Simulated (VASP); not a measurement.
Computed with HSE06 screened hybrid, VASP's PBE PAW potentials (set 64) (plane waves; VASP 6.6.1).

Input for VASP

### KPOINTS
```
Automatic mesh
0
Gamma
1 1 1
0 0 0
```

INCAR:
```
SYSTEM = Ga33P31
PREC = Normal; ENCUT = 400; LREAL = Auto
LASPH = .TRUE.; ISYM = 0; NELECT = 255.0
EDIFF = 1E-5; NELM = 50; NELMIN = 4
ALGO = Normal; LMAXMIX = 4
ISMEAR = 0; SIGMA = 0.05
GGA = PE; LHFCALC = .TRUE.; AEXX = 0.25
HFSCREEN = 0.2; PRECFOCK = Fast
ISPIN = 2; MAGMOM = 64*0.0156; NUPDOWN = 1
ISIF = 0
LWAVE = .FALSE.; LCHARG = .FALSE.; LORBIT = 10
```

### POSCAR
```
Ga33P31
11.0671090
  1.0000000188   0.0000000000   0.0000000000
  0.0000000000   1.0000000188   0.0000000000
  0.0000000000   0.0000000000   1.0000000188
Ga P
33 31
Cartesian
  0.4994889837   0.9986447892   0.9976977582
  0.7491893306   0.2482369473   0.9990981728
  0.7502782215   0.0012977210   0.2501205221
  0.0000689773   0.9994618288   0.0003781777
  0.2486105888   0.2499591867   0.9986576734
  0.4974105125   0.4990706777   0.9991035715
  0.7493100672   0.7491854944   0.0000694628
  0.2496275474   0.9999807953   0.2510541130
  0.5038205234   0.2527586665   0.2448172136
  0.6218967034   0.3709229596   0.3802044516
  0.7501001233   0.5021523566   0.2464905858
  0.5004211622   0.0027391836   0.4997639637
  0.7530800394   0.2513783488   0.4987011033
  0.7492944518   0.9985590343   0.7508735942
  0.9992385034   0.4993726819   0.0003676158
  0.2488298530   0.7500251119   0.0005615232
  0.9997719874   0.2485861061   0.2514698611
  0.2511145077   0.5000133276   0.2505082463
  0.4980208660   0.7509970107   0.2509710366
  0.0022123299   0.9984163016   0.5000452406
  0.2525362906   0.2507639224   0.4992921985
  0.5026905881   0.5046103511   0.4979771365
  0.7485295695   0.7504667942   0.5014780825
  0.2506978453   0.0008302344   0.7492012975
  0.5002167725   0.2502023361   0.7477920309
  0.7492502481   0.4996402793   0.7487399447
  0.9990394832   0.7491036418   0.2502572306
  0.9992053612   0.4981241699   0.5014475544
  0.2484294037   0.7512528164   0.4999614434
  0.0018969120   0.2497249617   0.7507749023
  0.2487842250   0.4989579221   0.7501342084
  0.4991124325   0.7519494842   0.7509917909
  0.9994811991   0.7490188898   0.7502362443
  0.6243492126   0.1212066784   0.1208946951
  0.8750014861   0.3732456742   0.1245697925
  0.8784739813   0.1213757235   0.3766134991
  0.1249222309   0.1246282711   0.1251504882
  0.3716268787   0.3742099573   0.1219600327
  0.6223351126   0.6260127081   0.1238305464
  0.8745249521   0.8741323987   0.1251360710
  0.3753386385   0.1253127791   0.3727915819
  0.8740409433   0.6246704038   0.3762550737
  0.6269799203   0.1235700671   0.6266302577
  0.8778490341   0.3734726774   0.6285742396
  0.8757148049   0.1240907222   0.8745398160
  0.1241574354   0.6242864633   0.1256158602
  0.3739046402   0.8755974607   0.1245940058
  0.1252526143   0.3749200134   0.3751487456
  0.3718047879   0.6285736181   0.3760572362
  0.6247112972   0.8758430659   0.3749671340
  0.1264031394   0.1253153235   0.6242858983
  0.3745522753   0.3769883170   0.6254835727
  0.6236754068   0.6288986362   0.6287138390
  0.8756021116   0.8748081813   0.6254979953
  0.3749769222   0.1254100899   0.8741405351
  0.6244468690   0.3748741318   0.8745454670
  0.8742259879   0.6241403036   0.8754889676
  0.1242366978   0.8737520861   0.3748476601
  0.1244595328   0.6248337890   0.6251599758
  0.3747563744   0.8760328211   0.6243126906
  0.1241507171   0.3746207095   0.8759520236
  0.3733346442   0.6255676363   0.8745562905
  0.6246540452   0.8737647388   0.8758337890
  0.1249563168   0.8750878424   0.8744878702
```

POTCAR, in this order: Ga P (PBE.64 set). Program: vasp_gam. Read from the step before: WAVECAR.

The run wrote:

OUTCAR:
```
 ion  position               nearest neighbor table
   1  0.499  0.999  0.998-  34 2.37  63 2.38  55 2.40  47 2.40
   2  0.749  0.248  0.999-  34 2.39  45 2.40  56 2.40  35 2.40
   3  0.750  0.001  0.250-  36 2.40  34 2.40  50 2.40  40 2.41
   4  0.000  0.999  0.000-  37 2.39  45 2.39  64 2.40  40 2.40
   5  0.249  0.250  0.999-  38 2.37  61 2.38  55 2.40  37 2.40
   6  0.497  0.499  0.999-  38 2.39  62 2.40  56 2.40  39 2.41
   7  0.749  0.749  0.000-  63 2.39  39 2.39  57 2.39  40 2.40
   8  0.250  1.000  0.251-  41 2.38  47 2.40  37 2.40  58 2.40
   9  0.504  0.253  0.245-  10 2.38  34 2.40  38 2.41  41 2.45
  10  0.622  0.371  0.380-  13 2.36  22 2.37   9 2.38  11 2.51
  11  0.750  0.502  0.246-  39 2.39  35 2.40  42 2.40  10 2.51
  12  0.500  0.003  0.500-  43 2.39  41 2.39  50 2.40  60 2.41
  13  0.753  0.251  0.499-  10 2.36  44 2.41  36 2.41  43 2.44
  14  0.749  0.999  0.751-  43 2.37  63 2.39  54 2.40  45 2.40
  15  0.999  0.499  0.000-  61 2.39  35 2.39  57 2.39  46 2.40
  16  0.249  0.750  0.001-  47 2.39  62 2.40  64 2.40  46 2.40
  17  1.000  0.249  0.251-  36 2.39  37 2.40  48 2.40  35 2.40
  18  0.251  0.500  0.251-  49 2.40  38 2.40  48 2.40  46 2.40
  19  0.498  0.751  0.251-  49 2.39  47 2.40  50 2.40  39 2.41
  20  0.002  0.998  0.500-  36 2.36  58 2.38  51 2.40  54 2.40
  21  0.253  0.251  0.499-  52 2.39  41 2.39  48 2.40  51 2.41
  22  0.503  0.505  0.498-  10 2.37  53 2.40  49 2.41  52 2.45
  23  0.749  0.750  0.501-  53 2.39  54 2.40  50 2.40  42 2.41
  24  0.251  0.001  0.749-  51 2.39  60 2.39  55 2.39  64 2.41
  25  0.500  0.250  0.748-  43 2.39  52 2.39  56 2.40  55 2.40
  26  0.749  0.500  0.749-  53 2.40  44 2.40  56 2.40  57 2.40
  27  0.999  0.749  0.250-  58 2.39  46 2.39  40 2.39  42 2.40
  28  0.999  0.498  0.501-  44 2.38  48 2.40  59 2.40  42 2.41
  29  0.248  0.751  0.500-  49 2.36  58 2.38  60 2.40  59 2.40
  30  0.002  0.250  0.751-  44 2.36  61 2.38  51 2.40  45 2.40
  31  0.249  0.499  0.750-  52 2.38  61 2.39  59 2.40  62 2.40
  32  0.499  0.752  0.751-  53 2.36  63 2.38  60 2.40  62 2.40
  33  0.999  0.749  0.750-  59 2.39  54 2.39  57 2.40  64 2.40
  34  0.624  0.121  0.121-   1 2.37   2 2.39   3 2.40   9 2.40
  35  0.875  0.373  0.125-  15 2.39  11 2.40   2 2.40  17 2.40
  36  0.878  0.121  0.377-  20 2.36  17 2.39   3 2.40  13 2.41
  37  0.125  0.125  0.125-   4 2.39   8 2.40  17 2.40   5 2.40
  38  0.372  0.374  0.122-   5 2.37   6 2.39  18 2.40   9 2.41
  39  0.622  0.626  0.124-   7 2.39  11 2.39  19 2.41   6 2.41
  40  0.875  0.874  0.125-  27 2.39   7 2.40   4 2.40   3 2.41
  41  0.375  0.125  0.373-   8 2.38  12 2.39  21 2.39   9 2.45
  42  0.874  0.625  0.376-  27 2.40  11 2.40  23 2.41  28 2.41
  43  0.627  0.124  0.627-  14 2.37  12 2.39  25 2.39  13 2.44
  44  0.878  0.373  0.629-  30 2.36  28 2.38  26 2.40  13 2.41
  45  0.876  0.124  0.875-   4 2.39   2 2.40  30 2.40  14 2.40
  46  0.124  0.624  0.126-  27 2.39  15 2.40  16 2.40  18 2.40
  47  0.374  0.876  0.125-  16 2.39  19 2.40   8 2.40   1 2.40
  48  0.125  0.375  0.375-  17 2.40  28 2.40  18 2.40  21 2.40
  49  0.372  0.629  0.376-  29 2.36  19 2.39  18 2.40  22 2.41
  50  0.625  0.876  0.375-  19 2.40  23 2.40   3 2.40  12 2.40
  51  0.126  0.125  0.624-  24 2.39  20 2.40  30 2.40  21 2.41
  52  0.375  0.377  0.625-  31 2.38  21 2.39  25 2.39  22 2.45
  53  0.624  0.629  0.629-  32 2.36  23 2.39  26 2.40  22 2.40
  54  0.876  0.875  0.625-  33 2.39  14 2.40  23 2.40  20 2.40
  55  0.375  0.125  0.874-  24 2.39   1 2.40   5 2.40  25 2.40
  56  0.624  0.375  0.875-  26 2.40  25 2.40   6 2.40   2 2.40
  57  0.874  0.624  0.875-   7 2.39  15 2.39  33 2.40  26 2.40
  58  0.124  0.874  0.375-  29 2.38  20 2.38  27 2.39   8 2.40
  59  0.124  0.625  0.625-  33 2.39  31 2.40  29 2.40  28 2.40
  60  0.375  0.876  0.624-  24 2.39  32 2.40  29 2.40  12 2.41
  61  0.124  0.375  0.876-   5 2.38  30 2.38  15 2.39  31 2.39
  62  0.373  0.626  0.875-  16 2.40   6 2.40  31 2.40  32 2.40
  63  0.625  0.874  0.876-   1 2.38  32 2.38   7 2.39  14 2.39
  64  0.125  0.875  0.874-  16 2.40   4 2.40  33 2.40  24 2.41
 Subroutine IBZKPT returns following result:
 Found      1 irreducible k-points:

 Following reciprocal coordinates:
            Coordinates               Weight
  0.000000  0.000000  0.000000      1.000000
 Subroutine IBZKPT_HF returns following result:
   k-points           NKPTS =      1   k-points in BZ     NKDIM =      1   number of bands    NBANDS=    160
   number of dos      NEDOS =    301   number of ions     NIONS =     64
   total plane-waves  NPLWV = 157464
...
```

File OSZICAR:
```
       N       E                     dE             d eps       ncg     rms          rms(c)
DAV:   1    -0.333081426344E+03   -0.33308E+03   -0.17591E+01   640   0.110E+01    0.108E+01
DAV:   2    -0.333209412109E+03   -0.12799E+00   -0.55040E-01   696   0.125E+00    0.717E+00
DAV:   3    -0.333179243347E+03    0.30169E-01   -0.29029E-02   720   0.302E-01    0.416E+00
DAV:   4    -0.333165580292E+03    0.13663E-01   -0.83615E-03   736   0.163E-01    0.234E+00
DAV:   5    -0.333160870289E+03    0.47100E-02   -0.25661E-03   712   0.890E-02    0.130E+00
DAV:   6    -0.333159199452E+03    0.16708E-02   -0.62819E-04   712   0.481E-02    0.715E-01
DAV:   7    -0.333158606129E+03    0.59332E-03   -0.19667E-04   696   0.290E-02    0.389E-01
DAV:   8    -0.333158405519E+03    0.20061E-03   -0.73000E-05   704   0.180E-02    0.208E-01
DAV:   9    -0.333158341085E+03    0.64435E-04   -0.24245E-05   496   0.107E-02    0.112E-01
DAV:  10    -0.333158322215E+03    0.18870E-04   -0.11157E-05   384   0.726E-03    0.582E-02
DAV:  11    -0.333158317861E+03    0.43540E-05   -0.41992E-06   392   0.423E-03
   1 F= -.33315832E+03 E0= -.33315832E+03  d E =-.759753E-11  mag=     1.0000
```

File OUTCAR:
```
------------------------ aborting loop because EDIFF is reached ----------------------------------------
  volume of cell :     1355.51
      direct lattice vectors                 reciprocal lattice vectors
    11.067109208  0.000000000  0.000000000     0.090357832  0.000000000  0.000000000
     0.000000000 11.067109208  0.000000000     0.000000000  0.090357832  0.000000000
     0.000000000  0.000000000 11.067109208     0.000000000  0.000000000  0.090357832
  FREE ENERGIE OF THE ION-ELECTRON SYSTEM (eV)
  ---------------------------------------------------
  free  energy   TOTEN  =      -333.1583178607 eV

  energy  without entropy=     -333.1583178607  energy(sigma->0) =     -333.15831786

  exchange ACFDT corr.  =         0.00000000  see jH, gK, PRB 81, 115126

 total charge

# of ion       s       p       d       tot
------------------------------------------
    1        1.082   1.306   0.176   2.565
    2        1.077   1.280   0.169   2.526
    3        1.076   1.274   0.168   2.519
    4        1.079   1.284   0.170   2.532
    5        1.082   1.305   0.175   2.563
    6        1.077   1.280   0.169   2.527
    7        1.082   1.289   0.172   2.543
    8        1.082   1.286   0.171   2.538
    9        1.140   1.277   0.139   2.556
   10        1.186   1.463   0.076   2.724
   11        1.122   1.213   0.144   2.479
   12        1.077   1.278   0.169   2.523
   13        1.141   1.294   0.140   2.575
   14        1.082   1.292   0.172   2.546
   15        1.082   1.286   0.171   2.539
   16        1.079   1.284   0.170   2.533
   17        1.077   1.280   0.169   2.526
   18        1.077   1.276   0.169   2.522
   19        1.077   1.280   0.169   2.527
   20        1.083   1.307   0.176   2.565
   21        1.077   1.279   0.169   2.525
   22        1.140   1.286   0.140   2.565
   23        1.077   1.279   0.169   2.525
   24        1.079   1.293   0.172   2.544
   25        1.077   1.279   0.169   2.525
   26        1.077   1.276   0.169   2.521
   27        1.082   1.283   0.170   2.535
   28        1.077   1.279   0.169   2.526
   29        1.083   1.307   0.176   2.565
   30        1.082   1.306   0.175   2.563
   31        1.082   1.288   0.171   2.542
   32        1.083   1.307   0.176   2.565
   33        1.079   1.285   0.170   2.534
   34        1.007   1.543   0.000   2.550
   35        1.010   1.529   0.000   2.540
   36        1.007   1.542   0.000   2.550
   37        1.007   1.538   0.000   2.545
   38        1.007   1.543   0.000   2.550
   39        1.010   1.532   0.000   2.542
   40        1.008   1.537   0.000   2.544
   41        1.012   1.525   0.000   2.536
   42        1.011   1.526   0.000   2.537
   43        1.010   1.530   0.000   2.541
   44        1.007   1.543   0.000   2.551
   45        1.007   1.538   0.000   2.545
   46        1.008   1.538   0.000   2.545
   47        1.007   1.539   0.000   2.546
   48        1.007   1.537   0.000   2.544
   49        1.007   1.543   0.000   2.550
   50        1.007   1.536   0.000   2.543
   51        1.007   1.538   0.000   2.545
   52        1.011   1.527   0.000   2.538
   53        1.007   1.544   0.000   2.551
   54        1.007   1.538   0.000   2.545
   55        1.007   1.538   0.000   2.546
   56        1.007   1.536   0.000   2.543
   57        1.008   1.538   0.000   2.546
   58        1.009   1.545   0.000   2.554
   59        1.007   1.538   0.000   2.546
   60        1.007   1.537   0.000   2.545
   61        1.009   1.546   0.000   2.555
   62        1.007   1.538   0.000   2.545
   63        1.008   1.548   0.000   2.556
   64        1.007   1.536   0.000   2.544
--------------------------------------------------
tot         67.209  90.247   5.425 162.881

 magnetization (x)

# of ion       s       p       d       tot
------------------------------------------
    1       -0.000  -0.000   0.000  -0.000
    2       -0.000  -0.001   0.001  -0.001
    3        0.000   0.000   0.000   0.000
    4       -0.000   0.001   0.000   0.001
    5       -0.000  -0.000   0.000   0.000
    6       -0.000  -0.001   0.000  -0.001
    7        0.001   0.009   0.003   0.012
    8       -0.001   0.006   0.002   0.007
    9        0.004   0.018   0.005   0.027
   10        0.005   0.206   0.011   0.222
   11        0.043   0.173   0.010   0.226
   12       -0.001  -0.002   0.001  -0.002
   13       -0.002   0.002   0.005   0.004
   14       -0.001   0.003   0.001   0.004
   15        0.001   0.010   0.003   0.014
   16       -0.000   0.001   0.000   0.001
   17       -0.000  -0.001   0.000  -0.001
   18        0.000   0.000   0.000   0.000
   19       -0.000  -0.001   0.000  -0.001
   20       -0.000  -0.001   0.000  -0.001
   21       -0.001  -0.002   0.001  -0.002
...
```
(Selected blocks of OUTCAR.)

### OUTCAR
```
 val. band max:        3.0143606312   @ k =   0.0000   0.0000   0.0000

 cond. band min:       3.7881638359   @ k =   0.0000   0.0000   0.0000


 Fermi energy:         3.1737912542

 spin component 1

 k-point     1 :       0.0000    0.0000    0.0000
  band No.  band energies     occupation
      1     -10.9808      1.00000
      2     -10.0111      1.00000
      3     -10.0083      1.00000
      4      -9.9900      1.00000
      5      -9.9565      1.00000
      6      -9.9506      1.00000
      7      -9.8109      1.00000
      8      -9.1995      1.00000
      9      -9.1961      1.00000
     10      -9.1857      1.00000
     11      -9.1838      1.00000
     12      -9.1734      1.00000
     13      -9.1605      1.00000
     14      -9.1495      1.00000
     15      -9.1470      1.00000
     16      -9.1432      1.00000
     17      -9.1116      1.00000
     18      -9.1021      1.00000
     19      -9.0957      1.00000
     20      -8.9807      1.00000
     21      -8.9550      1.00000
     22      -8.9532      1.00000
     23      -8.4572      1.00000
     24      -8.1222      1.00000
     25      -8.1019      1.00000
     26      -8.0994      1.00000
     27      -8.0464      1.00000
     28      -8.0447      1.00000
     29      -8.0012      1.00000
     30      -7.9980      1.00000
     31      -7.9899      1.00000
     32      -5.3034      1.00000
     33      -4.7181      1.00000
     34      -4.7159      1.00000
     35      -4.7103      1.00000
     36      -4.5394      1.00000
     37      -4.5369      1.00000
     38      -4.5355      1.00000
     39      -4.5101      1.00000
     40      -4.5001      1.00000
     41      -4.4971      1.00000
     42      -4.4736      1.00000
     43      -4.3822      1.00000
     44      -4.2754      1.00000
     45      -4.2680      1.00000
     46      -3.3467      1.00000
     47      -3.3450      1.00000
     48      -3.3333      1.00000
     49      -3.3306      1.00000
...
```

The cell is charged, with a uniform compensating background. The supercell is sampled at Γ alone, which is coarse: total energies, pressure and levels can be off, energies of defects by several tenths of an eV.

The cell is a supercell with a defect, built from GaP (zinc blende): Ga_P, charge -1. The cell's shape comes from a PBE relaxation.
